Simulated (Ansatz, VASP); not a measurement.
## Ti (Titanium) in two plane-wave programs

Wanted: the spread between two codes on one cell, functional and k mesh. The cell is taken from a series of runs on this material, whose earlier steps may have relaxed, scaled, displaced or heated it; both programs get it as it stands.

Main program and level: Ansatz 0.2.0; plane waves, with VASP 6.6.1 beside it; zone-centre phonons at LDA.

## (1) Starting point

The structure is hexagonal, space group P6_3/mmc (No. 194). The conventional cell has a = 2.921 Å, b = 2.921 Å, c = 4.456 Å, α = 90.00°, β = 90.00°, γ = 120.00°. Ti has 12 Ti at 2.79 to 2.92 Å nearest.

## (2) VASP: zone-centre phonons, LDA

Second derivatives magnify differences that forces hide, and they need a tight electronic threshold.

Lines of VASP's logs that name or quote its potential files are left out, and so is its time.

INCAR reads:

```
SYSTEM = Ti
PREC = Accurate
ENCUT = 500
EDIFF = 1E-08
NELM = 120
ISMEAR = 1
SIGMA = 0.2
LREAL = .FALSE.
ALGO = Normal
GGA = PW92
NBANDS = 18
LASPH = .TRUE.
LORBIT = 11
LWAVE = .FALSE.
LCHARG = .FALSE.
ISIF = 2
IBRION = 8
GGA_COMPAT = .FALSE.
KPAR = 2
```

POSCAR reads:

```
Ti
1.0
    2.9208526689      0.0000000000      0.0000000000
   -1.4604263344      2.5295326120      0.0000000000
    0.0000000000      0.0000000000      4.4564870199
Ti
2
Direct
    0.3333333334      0.6666666668      0.2500000000
    0.6666666668      0.3333333334      0.7500000000
```

KPOINTS reads:

```
Automatic mesh
0
Gamma
18 18 12
0 0 0
```

Potentials, in the order of the species: Ti_sv (LDA family, release 64).

Started as:

```console
$ mpirun -np 2 vasp_std
```

Numbers of over 12 decimals in the logs are rounded to 6 here.

What it wrote:

```text
[banner, memory and clock lines left out]
running    2 mpi-ranks, on    1 nodes
 distrk:  each k-point on    1 cores,    2 groups
 distr:  one band on    1 cores,    1 groups

 POSCAR found type information on POSCAR Ti
 POSCAR found :  1 types and       2 ions
|                                                                             |
|               ----> ADVICE to this user running VASP <----                  |
|                                                                             |
|     You enforced a specific xc type in the INCAR file but a different       |
|     [... a line on the potential file left out ...]
|     I HOPE YOU KNOW WHAT YOU ARE DOING!                                     |
|                                                                             |

 LDA part: xc-table for (Slater(with rela. corr.)+PW92), standard interpolation
 POSCAR, INCAR and KPOINTS ok, starting setup
 FFT: planning ... GRIDC
 FFT: planning ... GRID_SOFT
 FFT: planning ... GRID
 WAVECAR not read
 entering main loop
       N       E                     dE             d eps       ncg     rms          rms(c)
DAV:   1     0.251495204927E+03    0.25150E+03   -0.13014E+04  9340   0.163E+03
DAV:   2     0.101947331421E+02   -0.24130E+03   -0.23817E+03  9498   0.448E+02
DAV:   3    -0.179064493903E+02   -0.28101E+02   -0.27771E+02 17554   0.126E+02
DAV:   4    -0.189883757361E+02   -0.10819E+01   -0.10811E+01 10588   0.260E+01
DAV:   5    -0.190400988287E+02   -0.51723E-01   -0.51710E-01 14406   0.405E+00    0.122E+01
DAV:   6    -0.170634616975E+02    0.19766E+01   -0.72864E+00 11058   0.278E+01    0.316E+00
DAV:   7    -0.170416733651E+02    0.21788E-01   -0.73751E-01 14174   0.624E+00    0.202E+00
DAV:   8    -0.170670261399E+02   -0.25353E-01   -0.22651E-01 10784   0.596E+00    0.749E-01
DAV:   9    -0.170578821116E+02    0.91440E-02   -0.49309E-02 10844   0.250E+00    0.770E-02
DAV:  10    -0.170583327047E+02   -0.45059E-03   -0.30623E-03 13522   0.364E-01    0.935E-02
DAV:  11    -0.170583564330E+02   -0.23728E-04   -0.21805E-04 12024   0.123E-01    0.394E-02
DAV:  12    -0.170583456670E+02    0.10766E-04   -0.40748E-05 11124   0.620E-02    0.434E-03
DAV:  13    -0.170583454477E+02    0.21924E-06   -0.21840E-06 12996   0.121E-02    0.214E-03
DAV:  14    -0.170583456768E+02   -0.22907E-06   -0.26426E-07 10362   0.468E-03    0.483E-04
DAV:  15    -0.170583456866E+02   -0.98012E-08   -0.55661E-08 11762   0.106E-03
   1 F= -.17058346E+02 E0= -.17059815E+02  d E =0.440773E-02
 Linear response reoptimize wavefunctions to high precision
DAV:   1    -0.170583456827E+02    0.39186E-08   -0.11802E-09  6016   0.301E-04
DAV:   2    -0.170583456827E+02   -0.20009E-10   -0.13579E-10  5386   0.111E-04
 Linear response DOF=           2
 Linear response progress:
  Degree of freedom:   1/  2
       N       E                     dE             d eps       ncg     rms          rms(c)
RMM:   1    -0.560776950296E+00   -0.56078E+00    0.29100E+01 41478   0.137E+02
RMM:   2    -0.539117613133E+00    0.21659E-01   -0.33663E-01 75406   0.472E+00    0.279E-01
RMM:   3    -0.536045358676E+00    0.30723E-02   -0.19505E-02 84664   0.125E+00    0.124E-01
RMM:   4    -0.536583038631E+00   -0.53768E-03   -0.83047E-03 99065   0.549E-01    0.159E-02
RMM:   5    -0.537285419528E+00   -0.70238E-03   -0.14851E-03104021   0.208E-01    0.104E-02
RMM:   6    -0.538011071052E+00   -0.72565E-03   -0.67570E-04102312   0.103E-01    0.632E-03
RMM:   7    -0.538149167309E+00   -0.13810E-03   -0.12677E-04102251   0.475E-02    0.467E-03
RMM:   8    -0.538413129754E+00   -0.26396E-03   -0.37480E-05 96277   0.272E-02    0.108E-03
RMM:   9    -0.538453470503E+00   -0.40341E-04   -0.19308E-05106022   0.143E-02    0.268E-04
RMM:  10    -0.538449708377E+00    0.37621E-05   -0.52197E-06105955   0.746E-03    0.188E-04
RMM:  11    -0.538457400992E+00   -0.76926E-05   -0.12838E-05105397   0.433E-03    0.100E-04
RMM:  12    -0.538460436584E+00   -0.30356E-05   -0.55891E-06104654   0.269E-03    0.751E-05
RMM:  13    -0.538453896635E+00    0.65399E-05   -0.82467E-06101498   0.184E-03    0.131E-04
RMM:  14    -0.538458031768E+00   -0.41351E-05   -0.37052E-06 99711   0.131E-03    0.196E-05
RMM:  15    -0.538458856282E+00   -0.82451E-06   -0.57896E-06106923   0.966E-04    0.137E-05
RMM:  16    -0.538459034759E+00   -0.17848E-06   -0.24590E-06 98931   0.754E-04    0.811E-06
RMM:  17    -0.538458804992E+00    0.22977E-06   -0.37189E-06102429   0.619E-04    0.137E-05
RMM:  18    -0.538458930688E+00   -0.12570E-06   -0.17781E-06105572   0.526E-04    0.101E-05
RMM:  19    -0.538458946824E+00   -0.16135E-07   -0.24430E-06106976   0.462E-04    0.145E-05
RMM:  20    -0.538459035215E+00   -0.88391E-07   -0.14115E-06102543   0.416E-04    0.147E-05
RMM:  21    -0.538459018428E+00    0.16786E-07   -0.16957E-06104441   0.384E-04    0.178E-05
RMM:  22    -0.538459020002E+00   -0.15734E-08   -0.99320E-07101828   0.358E-04    0.191E-05
RMM:  23    -0.538459033264E+00   -0.13262E-07   -0.11020E-06 99673   0.339E-04    0.197E-05
RMM:  24    -0.538459106125E+00   -0.72861E-07   -0.67586E-07 90734   0.328E-04    0.168E-05
 first order change of Fermi-energy   0.61711E-04
 force on displaced ion       1 direction 1 :  -1.269  -0.000   0.000
 Linear response progress:
  Degree of freedom:   2/  2
       N       E                     dE             d eps       ncg     rms          rms(c)
RMM:   1    -0.638456422078E+00   -0.63846E+00    0.33837E+01 14257   0.139E+02
RMM:   2    -0.607150056034E+00    0.31306E-01   -0.33821E-01 26295   0.475E+00    0.288E-01
RMM:   3    -0.605251015738E+00    0.18990E-02   -0.24359E-02 28932   0.129E+00    0.126E-01
RMM:   4    -0.606683337731E+00   -0.14323E-02   -0.97485E-03 33191   0.564E-01    0.430E-02
RMM:   5    -0.607156793839E+00   -0.47346E-03   -0.18148E-03 31532   0.232E-01    0.216E-02
RMM:   6    -0.607710895196E+00   -0.55410E-03   -0.74364E-04 34735   0.124E-01    0.111E-02
RMM:   7    -0.608034294172E+00   -0.32340E-03   -0.10802E-04 34688   0.550E-02    0.730E-03
RMM:   8    -0.608563120392E+00   -0.52883E-03   -0.33309E-05 30992   0.340E-02    0.249E-03
RMM:   9    -0.608576459126E+00   -0.13339E-04   -0.12749E-05 34391   0.176E-02    0.105E-03
RMM:  10    -0.608556230749E+00    0.20228E-04   -0.49382E-06 35092   0.963E-03    0.203E-04
RMM:  11    -0.608556578393E+00   -0.34764E-06   -0.39855E-06 35998   0.565E-03    0.204E-04
RMM:  12    -0.608562289818E+00   -0.57114E-05   -0.23738E-06 35393   0.358E-03    0.101E-04
RMM:  13    -0.608566323133E+00   -0.40333E-05   -0.25838E-06 35625   0.243E-03    0.728E-05
RMM:  14    -0.608564682422E+00    0.16407E-05   -0.26092E-06 35479   0.171E-03    0.230E-05
[...]
RMM:  19    -0.608565272125E+00   -0.38229E-07   -0.15029E-06 36375   0.693E-04    0.250E-05
RMM:  20    -0.608565337744E+00   -0.65619E-07   -0.14777E-06 35158   0.628E-04    0.294E-05
RMM:  21    -0.608565379627E+00   -0.41883E-07   -0.12651E-06 32306   0.588E-04    0.267E-05
RMM:  22    -0.608565429210E+00   -0.49583E-07   -0.12119E-06 33153   0.548E-04    0.318E-05
RMM:  23    -0.608565446720E+00   -0.17509E-07   -0.10445E-06 35474   0.515E-04    0.354E-05
RMM:  24    -0.608565469187E+00   -0.22467E-07   -0.10214E-06 35398   0.487E-04    0.380E-05
RMM:  25    -0.608565494363E+00   -0.25176E-07   -0.91192E-07 34503   0.464E-04    0.398E-05
RMM:  26    -0.608565525267E+00   -0.30904E-07   -0.90069E-07 30699   0.447E-04    0.399E-05
 first order change of Fermi-energy  -0.12522E-03
 force on displaced ion       1 direction 3 :   0.000   0.000  -4.322
 Linear response finished
```

OUTCAR, selected parts (step 2):

```text
ion  position               nearest neighbor table
   1  0.333  0.667  0.250-   2 2.79   2 2.79   2 2.79   2 2.79   2 2.79   2 2.79
   2  0.667  0.333  0.750-   1 2.79   1 2.79   1 2.79   1 2.79   1 2.79   1 2.79

  LATTYP: Found a hexagonal cell.
 ALAT       =     2.9208526689
 C/A-ratio  =     1.5257486512

 Subroutine GETGRP returns: Found 24 space group operations
 (whereof 12 operations were pure point group operations)

The static configuration has the point symmetry D_3d.
 The point group associated with its full space group is D_6h.

 Found    259 irreducible k-points:

   k-points           NKPTS =    259   k-points in BZ     NKDIM =    259   number of bands    NBANDS=     18

   dimension x,y,z NGX =    24 NGY =   24 NGZ =   36
   dimension x,y,z NGXF=    48 NGYF=   48 NGZF=   72

   ENCUT  =  500.0 eV  36.75 Ry    6.06 a.u.   5.33  5.33  8.13*2*pi/ulx,y,z

   NELECT =      24.0000    total number of electrons

 k-points in reciprocal lattice and weights: Automatic mesh
   0.00000000  0.00000000  0.00000000       0.000
   0.05555556 -0.00000000  0.00000000       0.002
   0.11111111 -0.00000000  0.00000000       0.002
   0.16666667 -0.00000000  0.00000000       0.002
   0.22222222 -0.00000000  0.00000000       0.002
   0.27777778 -0.00000000  0.00000000       0.002
   0.33333333  0.00000000  0.00000000       0.002
   0.38888889  0.00000000  0.00000000       0.002
   0.44444444 -0.00000000  0.00000000       0.002
[...]
0.33333333  0.27777778  0.50000000       0.003
   0.33333333  0.33333333  0.50000000       0.001

 average (electrostatic) potential at core
       1 -71.9032       2 -71.9032

  Total       -0.8612186     -0.8612186     -0.0622044     -0.0000000     -0.0000000      0.0000000
  in kB      -41.9065033    -41.9065033     -3.0268382     -0.0000000     -0.0000000      0.0000000
  external PRESSURE =     -28.9466150 kB  Pullay stress =       0.0000000 kB

  energy-cutoff  :      500.00
  volume of cell :       32.93
      direct lattice vectors                 reciprocal lattice vectors
     2.920852669  0.000000000  0.000000000     0.342365779  0.197664975  0.000000000
    -1.460426334  2.529532612  0.000000000     0.000000000  0.395329950  0.000000000
     0.000000000  0.000000000  4.456487020     0.000000000  0.000000000  0.224391992

 POSITION                                       TOTAL-FORCE (eV/Angst)
 -----------------------------------------------------------------------------------
      0.00000      1.68636      1.11412         0.000000     -0.000000      0.000000
      1.46043      0.84318      3.34237        -0.000000      0.000000     -0.000000
 -----------------------------------------------------------------------------------
    total drift:                               -0.000000     -0.000000      0.000000

 Eigenvectors and eigenvalues of the dynamical matrix
 ----------------------------------------------------

   1 f  =    6.642702 THz    41.737325 2PiTHz  221.576676 cm-1    27.471994 meV
             X         Y         Z           dx          dy          dz
      0.000000  1.686355  1.114122     0.000000    0.000000    0.707107
      1.460426  0.843178  3.342365    -0.000000   -0.000000   -0.707107

   2 f  =    3.599907 THz    22.618882 2PiTHz  120.079969 cm-1    14.888012 meV
             X         Y         Z           dx          dy          dz
      0.000000  1.686355  1.114122    -0.391288   -0.588977    0.000000
      1.460426  0.843178  3.342365     0.391288    0.588977   -0.000000

   3 f  =    3.599907 THz    22.618882 2PiTHz  120.079969 cm-1    14.888012 meV
             X         Y         Z           dx          dy          dz
      0.000000  1.686355  1.114122    -0.588977    0.391288   -0.000000
      1.460426  0.843178  3.342365     0.588977   -0.391288    0.000000

   4 f  =    0.000000 THz     0.000000 2PiTHz    0.000001 cm-1     0.000000 meV
             X         Y         Z           dx          dy          dz
      0.000000  1.686355  1.114122     0.582668    0.309083   -0.254884
      1.460426  0.843178  3.342365     0.582668    0.309083   -0.254884

   5 f  =    0.000000 THz     0.000000 2PiTHz    0.000001 cm-1     0.000000 meV
             X         Y         Z           dx          dy          dz
      0.000000  1.686355  1.114122     0.306908   -0.055221    0.634632
      1.460426  0.843178  3.342365     0.306908   -0.055221    0.634632

   6 f/i=    0.000000 THz     0.000000 2PiTHz    0.000002 cm-1     0.000000 meV
             X         Y         Z           dx          dy          dz
      0.000000  1.686355  1.114122    -0.257499    0.633576    0.179655
      1.460426  0.843178  3.342365    -0.257499    0.633576    0.179655

 ELASTIC MODULI CONTR FROM IONIC RELAXATION (kBar)
 Direction    XX          YY          ZZ          XY          YZ          ZX
 --------------------------------------------------------------------------------
 XX        -230.5402    230.5402     -0.0000     -0.0000     -0.0000      0.0000
 YY         230.5402   -230.5402      0.0000     -0.0000      0.0000      0.0000
 ZZ          -0.0000      0.0000     -0.0000     -0.0000     -0.0000      0.0000
 XY          -0.0000     -0.0000     -0.0000   -230.5402     -0.0000      0.0000
 YZ          -0.0000      0.0000     -0.0000     -0.0000     -0.0000      0.0000
 ZX           0.0000      0.0000      0.0000      0.0000      0.0000      0.0000
 --------------------------------------------------------------------------------
```

(Continued in part 2 of 2.)

[Lines on the potential files, build, host, timing and source positions are cut from VASP's logs without a mark.]

[Logs are printed without paths, hosts, clocks, repeated set-up lines and the standing remarks that a program may print on its own settings, such as how far it seeks lower states.]

[Hosts, paths, dates, database ids (printed as entryN), source tags and the programs' standing remarks are cut or masked in the printed files.]
